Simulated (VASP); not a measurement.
All values below come from PBEsol GGA, VASP's PBE PAW potentials (set 64) (plane waves; VASP).

VASP input:

**INCAR**
```
# general
SYSTEM =TiCo
PREC   =Accurate
ENCUT  =400
LREAL  =.FALSE.
LASPH  =.TRUE.
ICHARG =11

# electronic loop
EDIFF  =1E-7
NELM   =100
ALGO   =Normal
LMAXMIX=4

# smearing
ISMEAR =0
SIGMA  =0.05

# functional
GGA    =PS

# output
LWAVE  =.FALSE.
LCHARG =.FALSE.
LORBIT =11
```

**POSCAR**
```
TiCo
1
    2.9273115350     0.0000000000     0.0000000000
    0.0000000000     2.9273115350     0.0000000000
   -0.0000000000     0.0000000000     2.9273115350
Ti Co
1 1
Direct
  0.0000000000   0.0000000000   0.0000000000
  0.5000000000   0.5000000000   0.5000000000
```

**KPOINTS**
```
k-points along high-symmetry lines
15
Line-mode
Reciprocal
  0.000000   0.000000   0.000000 ! GAMMA
  0.000000   0.500000   0.000000 ! X

  0.000000   0.500000   0.000000 ! X
  0.500000   0.500000   0.000000 ! M

  0.500000   0.500000   0.000000 ! M
  0.000000   0.000000   0.000000 ! GAMMA

  0.000000   0.000000   0.000000 ! GAMMA
  0.500000   0.500000   0.500000 ! R

  0.500000   0.500000   0.500000 ! R
  0.000000   0.500000   0.000000 ! X

  0.500000   0.500000   0.500000 ! R
  0.500000   0.500000   0.000000 ! M
```

POTCAR, in this order: Ti_sv Co (PBE.64 set). Program: vasp_std. Read from the step before: CHGCAR.

The run wrote:

**OUTCAR**
```
 ion  position               nearest neighbor table
   1  0.000  0.000  0.000-   2 2.54   2 2.54   2 2.54   2 2.54   2 2.54   2 2.54   2 2.54   2 2.54
  LATTYP: Found a simple cubic cell.
 ALAT       =     2.9273115350
 Subroutine PRICEL returns:
 Original cell was already a primitive cell.
 Subroutine GETGRP returns: Found 48 space group operations
The static configuration has the point symmetry O_h .
The dynamic configuration has the point symmetry O_h .
 Subroutine INISYM returns: Found 48 space group operations
   k-points           NKPTS =     90   k-points in BZ     NKDIM =     90   number of bands    NBANDS=     14
   number of dos      NEDOS =    301   number of ions     NIONS =      2
   total plane-waves  NPLWV =   8000
   dimension x,y,z NGX =    20 NGY =   20 NGZ =   20
   dimension x,y,z NGXF=    40 NGYF=   40 NGZF=   40
   ions per type =               1   1
   PREC   = accura    normal or accurate (medium, high low for compatibility)
   ISTART =      0    job   : 0-new  1-cont  2-samecut
   ICHARG =     11    charge: 1-file 2-atom 10-const
   ISPIN  =      1    spin polarized calculation?
   LNONCOLLINEAR =      F non collinear calculations
   LSORBIT =      F    spin-orbit coupling
   INIWAV =      1    electr: 0-lowe 1-rand  2-diag
   ENCUT  =  400.0 eV  29.40 Ry    5.42 a.u.   4.77  4.77  4.77*2*pi/ulx,y,z
   NELM   =    100;   NELMIN=  2; NELMDL= -5     # of ELM steps
   EDIFF  = 0.1E-06   stopping-criterion for ELM
   LREAL  =      F    real-space projection
   NLSPLINE    = F    spline interpolate recip. space projectors
   LMAXMIX     =    4 max onsite mixed and CHGCAR
   VOSKOWN=      0    Vosko Wilk Nusair interpolation
   EDIFFG = 0.1E-05   stopping-criterion for IOM
   NSW    =      0    number of steps for IOM
   NBLOCK =      1;   KBLOCK =      1    inner block; outer block
   IBRION =     -1    ionic relax: 0-MD 1-quasi-New 2-CG
   NFREE  =      0    steps in history (QN), initial steepest desc. (CG)
   ISIF   =      2    stress and relaxation
   ISYM   =      2    0-nonsym 1-usesym 2-fastsym
   TEIN   =    0.0    initial temperature
   TEBEG  =    0.0;   TEEND  =   0.0 temperature during run
   SMASS  =  -3.00    Nose mass-parameter (am)
   PSTRESS=    0.0 pullay stress
   NELECT =      21.0000    total number of electrons
   EFERMI =   0.00;   METHOD = LEGACY
   ISMEAR =     0;   SIGMA  =   0.05  broadening in eV -4-tet -1-fermi 0-gaus
   IALGO  =     38    algorithm
   LDIAG  =      T    sub-space diagonalisation (order eigenvalues)
   IMIX   =      4    mixing-type and parameters
     AMIX     =   0.40;   BMIX     =  1.00
     AMIX_MAG =   1.60;   BMIX_MAG =  1.00
     AMIN     =   0.10
   GGA     = PS    functional components
   VOSKOWN =     0    Vosko Wilk Nusair interpolation
   LHFCALC =     F    Hartree Fock is set to
   LHFONE  =     F    Hartree Fock one center treatment
   AEXX    =    0.0000 exact exchange contribution
   IVDW    =     0    specifies the selected vdW correction
   LEPSILON=     F    determine dielectric tensor
   LRPA    =     F    only Hartree local field effects (RPA)
  energy-cutoff  :      400.00
  volume of cell :       25.08
      direct lattice vectors                 reciprocal lattice vectors
     2.927311535  0.000000000  0.000000000     0.341610378  0.000000000  0.000000000
     0.000000000  2.927311535  0.000000000     0.000000000  0.341610378  0.000000000
     0.000000000  0.000000000  2.927311535     0.000000000  0.000000000  0.341610378
 k-point     1 :   0.0000 0.0000 0.0000  plane waves:     461
 k-point     2 :   0.0000 0.0357 0.0000  plane waves:     461
 k-point     3 :   0.0000 0.0714 0.0000  plane waves:     461
 k-point     4 :   0.0000 0.1071 0.0000  plane waves:     461
 k-point     5 :   0.0000 0.1429 0.0000  plane waves:     453
 k-point     6 :   0.0000 0.1786 0.0000  plane waves:     457
 k-point     7 :   0.0000 0.2143 0.0000  plane waves:     453
 k-point     8 :   0.0000 0.2500 0.0000  plane waves:     446
 k-point     9 :   0.0000 0.2857 0.0000  plane waves:     446
 k-point    10 :   0.0000 0.3214 0.0000  plane waves:     450
 k-point    11 :   0.0000 0.3571 0.0000  plane waves:     458
...
```

### OSZICAR
```
       N       E                     dE             d eps       ncg     rms          rms(c)
DAV:   1     0.135001886536E+03    0.13500E+03   -0.92814E+03  2520   0.163E+03
DAV:   2    -0.890151052030E+01   -0.14390E+03   -0.14134E+03  2568   0.382E+02
DAV:   3    -0.169631542731E+02   -0.80616E+01   -0.79768E+01  3878   0.996E+01
DAV:   4    -0.171935225086E+02   -0.23037E+00   -0.22971E+00  3018   0.138E+01
DAV:   5    -0.172028365504E+02   -0.93140E-02   -0.93120E-02  3664   0.245E+00
DAV:   6    -0.172029695508E+02   -0.13300E-03   -0.13300E-03  3032   0.278E-01
DAV:   7    -0.172029731128E+02   -0.35620E-05   -0.35605E-05  3820   0.416E-02
DAV:   8    -0.172029731704E+02   -0.57584E-07   -0.58785E-07  2882   0.494E-03
   1 F= -.17202973E+02 E0= -.17200497E+02  d E =-.495257E-02
```

File OUTCAR:
```
 val. band max:       10.3145078657   @ k =   0.4286   0.5000   0.0000

 cond. band min:      10.3364259427   @ k =   0.1071   0.5000   0.1071



 k-point     1 :       0.0000    0.0000    0.0000
  band No.  band energies     occupation
      1     -46.3067      2.00000
      2     -22.4874      2.00000
      3     -22.4874      2.00000
      4     -22.4874      2.00000
      5       2.6437      2.00000
      6       6.4675      2.00000
      7       6.4675      2.00000
      8       8.9956      2.00000
      9       8.9956      2.00000
     10       8.9956      2.00000
     11      11.3717      0.00000
     12      11.3717      0.00000
     13      13.4910      0.00000
     14      13.4910      0.00000

 k-point     2 :       0.0000    0.0357    0.0000
  band No.  band energies     occupation
      1     -46.3062      2.00000
      2     -22.4922      2.00000
      3     -22.4870      2.00000
      4     -22.4870      2.00000
      5       2.6706      2.00000
      6       6.4798      2.00000
      7       6.4809      2.00000
      8       8.9936      2.00000
      9       8.9936      2.00000
     10       9.0006      2.00000
     11      11.3572      0.00000
     12      11.3775      0.00000
     13      13.4506      0.00000
     14      13.4516      0.00000

 k-point     3 :       0.0000    0.0714    0.0000
  band No.  band energies     occupation
      1     -46.3046      2.00000
      2     -22.5064      2.00000
      3     -22.4860      2.00000
      4     -22.4860      2.00000
      5       2.7508      2.00000
      6       6.5163      2.00000
      7       6.5202      2.00000
      8       8.9880      2.00000
      9       8.9880      2.00000
     10       9.0155      2.00000
     11      11.3139      0.00000
     12      11.3944      0.00000
     13      13.3353      0.00000
     14      13.3353      0.00000

 k-point     4 :       0.0000    0.1071    0.0000
  band No.  band energies     occupation
      1     -46.3021      2.00000
...
```

The density is held fixed in this step, so its total energy and stress have no physical meaning.

The compound is TiCo in the CsCl type structure. It was relaxed first, which changed the volume by -6 %. The run is not spin-polarised, so no magnetic state was tried. The electron count is odd and the run is not spin-polarised, which forces a metal.
